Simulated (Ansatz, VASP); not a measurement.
# Cross-check of Nb2CSO (Nb2COS MXene bilayer, AA) between VASP and Ansatz, part 2 of 2

One calculation is typed for both programs; each brings its own data sets. How far apart do they land? The structure shown is the start of the Ansatz relaxation below; VASP solves that cell, so the two are compared at the walk's first step.

VASP 6.6.1 and Ansatz 0.2.0.

So far: The structure; Ansatz: relaxation, LDA.

**3. VASP: single point, LDA, start cell**

Level of this step: LDA; plane waves and PAW (S, Nb_sv, C, O) (VASP).

The same cell, functional (in two slightly different forms), mesh and smearing now go to VASP, with its own data sets.

Lines of VASP's logs that name or quote its potential files are left out, and so is its time.

File INCAR:

```
SYSTEM = Nb2CSO
PREC = Accurate
ENCUT = 520
EDIFF = 1E-06
NELM = 120
ISMEAR = -1
SIGMA = 0.05
LREAL = .FALSE.
ALGO = Normal
GGA = CA
NBANDS = 52
LASPH = .TRUE.
LORBIT = 11
LWAVE = .FALSE.
LCHARG = .FALSE.
ISIF = 2
LDIPOL = .TRUE.
IDIPOL = 3
DIPOL = 0.5 0.5 0.313
LVHAR = .TRUE.
GGA_COMPAT = .FALSE.
NELMDL = -8
KPAR = 2
```

File POSCAR:

```
Nb2CSO
1.0
    3.1505760000      0.0000000000      0.0000000000
   -1.5752880000      2.7284790000      0.0000000000
    0.0000000000      0.0000000000     51.1347810000
S Nb C O
2 4 2 2
Direct
    0.3333333333      0.6666666667      0.1760054473
    0.3333333333      0.6666666667      0.3384916228
    0.6666666667      0.3333333333      0.2102815890
    0.3333333333      0.6666666667      0.2589034067
    0.6666666667      0.3333333333      0.3727677645
    0.3333333333      0.6666666667      0.4213896017
    0.0000000000      0.0000000000      0.2345924978
    0.0000000000      0.0000000000      0.3970786733
    0.6666666667      0.3333333333      0.2808009484
    0.6666666667      0.3333333333      0.4432871434
```

File KPOINTS:

```
Automatic mesh
0
Gamma
12 12 1
0 0 0
```

PAW data sets: S, Nb_sv, C and O (LDA family, release 64).

Run with:

```
$ mpirun -np 2 vasp_std
```

Numbers of over 12 decimals in the logs are rounded to 6 here.

The log of the run:

```text
[banner, memory and clock lines left out]
running    2 mpi-ranks, on    1 nodes
 distrk:  each k-point on    1 cores,    2 groups
 distr:  one band on    1 cores,    1 groups

 POSCAR found type information on POSCAR S NbC O
 POSCAR found :  4 types and      10 ions
 LDA part: xc-table for (Slater(with rela. corr.)+CA(PZ))
 , standard interpolation
|                                                                             |
|           W    W    AA    RRRRR   N    N  II  N    N   GGGG   !!!           |
|           W    W   A  A   R    R  NN   N  II  NN   N  G    G  !!!           |
|           W    W  A    A  R    R  N N  N  II  N N  N  G       !!!           |
|           W WW W  AAAAAA  RRRRR   N  N N  II  N  N N  G  GGG   !            |
|           WW  WW  A    A  R   R   N   NN  II  N   NN  G    G                |
|           W    W  A    A  R    R  N    N  II  N    N   GGGG   !!!           |
|                                                                             |
|     One of the lattice vectors is very long (>50 A), but AMIN is rather     |
|     large. This can spoil convergence since charge sloshing might occur     |
|     along the long lattice vector. If problems with convergence are         |
|     observed, try to decrease AMIN to a smaller value (e.g. 0.01).          |
|     Note: This warning only applies if the self-consistency cycle is        |
|     used.                                                                   |
|                                                                             |

 POSCAR, INCAR and KPOINTS ok, starting setup
 FFT: planning ... GRIDC
 FFT: planning ... GRID_SOFT
 FFT: planning ... GRID
 WAVECAR not read
 entering main loop
       N       E                     dE             d eps       ncg     rms          rms(c)
DAV:   1     0.922175020545E+03    0.92218E+03   -0.42396E+04  2408   0.139E+03
DAV:   2    -0.225148083357E+01   -0.92443E+03   -0.90329E+03  2848   0.545E+02
DAV:   3    -0.105907427265E+03   -0.10366E+03   -0.10246E+03  3000   0.149E+02
DAV:   4    -0.113644071122E+03   -0.77366E+01   -0.76767E+01  3480   0.428E+01
DAV:   5    -0.114241598134E+03   -0.59753E+00   -0.59661E+00  3400   0.927E+00
DAV:   6    -0.114262550908E+03   -0.20953E-01   -0.20934E-01  3536   0.207E+00
DAV:   7    -0.114263553179E+03   -0.10023E-02   -0.10015E-02  3360   0.431E-01
DAV:   8    -0.114263619889E+03   -0.66710E-04   -0.66642E-04  3552   0.935E-02    0.268E+01
DAV:   9    -0.100019433878E+03    0.14244E+02   -0.99348E+01  2960   0.458E+01    0.120E+01
DAV:  10    -0.103845501352E+03   -0.38261E+01   -0.51095E+01  3304   0.225E+01    0.903E+00
DAV:  11    -0.148783361044E+03   -0.44938E+02   -0.29522E+02  3548   0.386E+01    0.297E+01
DAV:  12    -0.986549070693E+02    0.50128E+02   -0.16213E+02  3100   0.325E+01    0.671E+00
DAV:  13    -0.991429046393E+02   -0.48800E+00   -0.18791E+01  3112   0.135E+01    0.313E+00
DAV:  14    -0.990839819913E+02    0.58923E-01   -0.39016E+00  3312   0.871E+00    0.220E+00
[...]
DAV:  28    -0.990129992698E+02   -0.56553E-04   -0.49590E-06  2200   0.111E-02    0.366E-03
DAV:  29    -0.990130641978E+02   -0.64928E-04   -0.31734E-06  1840   0.723E-03    0.301E-03
DAV:  30    -0.990130940976E+02   -0.29900E-04   -0.27556E-06  1828   0.658E-03    0.302E-03
DAV:  31    -0.990131070864E+02   -0.12989E-04   -0.13819E-06  1428   0.547E-03    0.301E-03
DAV:  32    -0.990131181014E+02   -0.11015E-04   -0.78974E-07  1540   0.449E-03    0.197E-03
DAV:  33    -0.990131214344E+02   -0.33329E-05   -0.40949E-07  1348   0.412E-03    0.147E-03
DAV:  34    -0.990131227045E+02   -0.12701E-05   -0.14937E-07  1324   0.263E-03    0.116E-03
DAV:  35    -0.990131234175E+02   -0.71305E-06   -0.83521E-08  1276   0.234E-03
   1 F= -.99013123E+02 E0= -.98998153E+02  d E =-.299410E-01
```

Parts of OUTCAR (step 3):

```text
ion  position               nearest neighbor table
   1  0.333  0.667  0.176-   3 2.53   3 2.53   3 2.53
   2  0.333  0.667  0.338-   5 2.53   5 2.53   5 2.53
   3  0.667  0.333  0.210-   7 2.20   7 2.20   7 2.20   1 2.53   1 2.53   1 2.53
   4  0.333  0.667  0.259-   9 2.14   9 2.14   9 2.14   7 2.20   7 2.20   7 2.20
   5  0.667  0.333  0.373-   8 2.20   8 2.20   8 2.20   2 2.53   2 2.53   2 2.53
   6  0.333  0.667  0.421-  10 2.14  10 2.14  10 2.14   8 2.20   8 2.20   8 2.20
   7  0.000  0.000  0.235-   3 2.20   3 2.20   4 2.20   4 2.20   3 2.20   4 2.20
   8  0.000  0.000  0.397-   5 2.20   5 2.20   5 2.20   6 2.20   6 2.20   6 2.20
   9  0.667  0.333  0.281-   4 2.14   4 2.14   4 2.14
  10  0.667  0.333  0.443-   6 2.14   6 2.14   6 2.14

  LATTYP: Found a hexagonal cell.
 ALAT       =     3.1505760000
 C/A-ratio  =    16.2302959840

 Subroutine GETGRP returns: Found  6 space group operations
 (whereof  6 operations were pure point group operations)

The static configuration has the point symmetry C_3v.

 Found     19 irreducible k-points:

   k-points           NKPTS =     19   k-points in BZ     NKDIM =     19   number of bands    NBANDS=     52

   dimension x,y,z NGX =    24 NGY =   24 NGZ =  384
   dimension x,y,z NGXF=    48 NGYF=   48 NGZF=  768

   ENCUT  =  520.0 eV  38.22 Ry    6.18 a.u.   5.86  5.86 95.08*2*pi/ulx,y,z

   NELECT =      84.0000    total number of electrons

 k-points in reciprocal lattice and weights: Automatic mesh
   0.00000000  0.00000000  0.00000000       0.007
   0.08333333 -0.00000000  0.00000000       0.042
   0.16666667  0.00000000  0.00000000       0.042
   0.25000000  0.00000000  0.00000000       0.042
   0.33333333  0.00000000  0.00000000       0.042
   0.41666667 -0.00000000  0.00000000       0.042
   0.50000000  0.00000000  0.00000000       0.021
   0.08333333  0.08333333  0.00000000       0.042
   0.16666667  0.08333333  0.00000000       0.083
[...]
0.33333333  0.25000000  0.00000000       0.083
   0.33333333  0.33333333  0.00000000       0.014

 dipolmoment           0.000000      0.000000      0.034077 electrons x Angstroem

 average (electrostatic) potential at core
       1 -93.3531       2 -93.3493       3 -90.4045       4 -91.1770       5 -90.3914
       6 -91.1817       7 -60.5930       8 -60.5883       9 -78.2608      10 -78.1963

 E-fermi :  -1.4691

 k-point     1 :       0.0000    0.0000    0.0000
  band No.  band energies     occupation
    ...
     42      -1.6678      1.96312
     43      -1.6127      1.89301
     44      -1.6127      1.89301
     45      -1.5886      1.83211
     46      -1.5886      1.83211
     47      -0.1401      0.00000
     48      -0.1401      0.00000
     49      -0.1276      0.00000
     50      -0.1276      0.00000
     51       0.8604      0.00000
    ...

 k-point     2 :       0.0833   -0.0000    0.0000
  band No.  band energies     occupation
    ...
     38      -2.7521      2.00000
     39      -2.4674      2.00000
     40      -2.4489      2.00000
     41      -2.0301      1.99997
     42      -1.9682      1.99991
     43      -1.3171      0.09140
     44      -1.2871      0.05117
     45      -1.1915      0.00773
     46      -1.0954      0.00114
     47      -0.1278      0.00000
    ...

 k-point     3 :       0.1667    0.0000    0.0000
  band No.  band energies     occupation
    ...
     38      -3.2369      2.00000
     39      -2.7191      2.00000
     40      -2.7008      2.00000
     41      -2.5100      2.00000
     42      -2.4380      2.00000
     43      -1.0476      0.00044
     44      -1.0187      0.00025
     45      -0.8340      0.00001
     46      -0.6761      0.00000
     47      -0.1172      0.00000
    ...

  Total       -5.7416482     -5.7416488    -12.2992969     -0.0000000      0.0000000     -0.0000000
  in kB      -20.9276366    -20.9276389    -44.8294998     -0.0000000      0.0000000     -0.0000000
  external PRESSURE =     -28.8949251 kB  Pullay stress =       0.0000000 kB

  energy-cutoff  :      520.00
  volume of cell :      439.57
      direct lattice vectors                 reciprocal lattice vectors
     3.150576000  0.000000000  0.000000000     0.317402278  0.183252281  0.000000000
    -1.575288000  2.728479000  0.000000000     0.000000000  0.366504562  0.000000000
     0.000000000  0.000000000 51.134781000     0.000000000  0.000000000  0.019556161

 POSITION                                       TOTAL-FORCE (eV/Angst)
 -----------------------------------------------------------------------------------
     -0.00000      1.81899      9.00000        -0.000000     -0.000000      1.296864
     -0.00000      1.81899     17.30870         0.000000     -0.000000      1.240843
      1.57529      0.90949     10.75270         0.000000     -0.000000     -0.435319
     -0.00000      1.81899     13.23897        -0.000000      0.000000      0.603577
      1.57529      0.90949     19.06140         0.000000      0.000000     -0.497020
     -0.00000      1.81899     21.54766         0.000000      0.000000      0.789676
      0.00000      0.00000     11.99584         0.000000     -0.000000     -0.044223
      0.00000      0.00000     20.30453         0.000000     -0.000000     -0.058741
      1.57529      0.90949     14.35870         0.000000     -0.000000     -1.345042
      1.57529      0.90949     22.66739        -0.000000     -0.000000     -1.550614
 -----------------------------------------------------------------------------------
    total drift:                               -0.000000     -0.000007     -0.000324

  FREE ENERGIE OF THE ION-ELECTRON SYSTEM (eV)
  ---------------------------------------------------
  free  energy   TOTEN  =       -99.0131234175 eV

  energy  without entropy=      -98.9831823964  energy(sigma->0) =      -98.99815291

 vacuum level on the upper side and lower side of the slab         4.971         4.254

 total charge
# of ion       s       p       d       tot
------------------------------------------
    1        1.367   2.307   0.000   3.674
    2        1.369   2.297   0.000   3.667
    3        2.172   6.071   2.438  10.680
    4        2.168   6.082   2.276  10.526
    5        2.172   6.071   2.438  10.681
    6        2.168   6.082   2.271  10.522
    7        0.878   1.558   0.000   2.436
    8        0.878   1.558   0.000   2.436
    9        1.561   3.387   0.000   4.948
   10        1.561   3.385   0.000   4.946
--------------------------------------------------
tot         16.295  38.798   9.423  64.516

[... 3 further parts left out ...]
```

**4. Comparison**

Known differences besides the potentials themselves: the two LDA forms differ slightly; Ansatz cuts the interaction across the vacuum, VASP repeats the sheet with a dipole correction; VASP's log shows a relativistic correction to its local exchange, Ansatz's none; Ansatz takes its cutoff from its data sets, VASP runs at 520 eV. Total energies have different zeros and are not compared.

Forces (eV/Å; atoms numbered as in POSCAR):

```
atom        Ansatz x, y, z          VASP x, y, z
  S1   0.000, 0.000, 1.281   0.000, 0.000, 1.297
  S2   0.000, 0.000, 1.224   0.000, 0.000, 1.241
 Nb3  0.000, 0.000, -0.411  0.000, 0.000, -0.435
 Nb4   0.000, 0.000, 0.621   0.000, 0.000, 0.604
 Nb5  0.000, 0.000, -0.469  0.000, 0.000, -0.497
 Nb6   0.000, 0.000, 0.796   0.000, 0.000, 0.790
  C7  0.000, 0.000, -0.040  0.000, 0.000, -0.044
  C8  0.000, 0.000, -0.054  0.000, 0.000, -0.059
  O9  0.000, 0.000, -1.374  0.000, 0.000, -1.345
 O10  0.000, 0.000, -1.573  0.000, 0.000, -1.551
```

The forces differ by 11 meV/Å r.m.s., which is 2.0 % of the r.m.s. force of 0.544 eV/Å (both taken over all components). With vacuum in the cell, a pressure given here is an average over mostly empty space and none of the material.

**5. Summary of results**

* r.m.s. force difference (single point, LDA, start cell): 2.0 % of the r.m.s. force

The r.m.s. force difference is 2.0 % of the r.m.s. force (single point, LDA, start cell), within the 3 % picked in this series as the mark of a large difference. How closely two codes agree says nothing of how well the functional describes the real material.

[Lines on the potential files, build, host, timing and source positions are cut from VASP's logs without a mark.]

[Logs are printed without paths, hosts, clocks, repeated set-up lines and the standing remarks that a program may print on its own settings, such as how far it seeks lower states.]

[Hosts, paths, dates, database ids (printed as entryN), source tags and the programs' standing remarks are cut or masked in the printed files.]
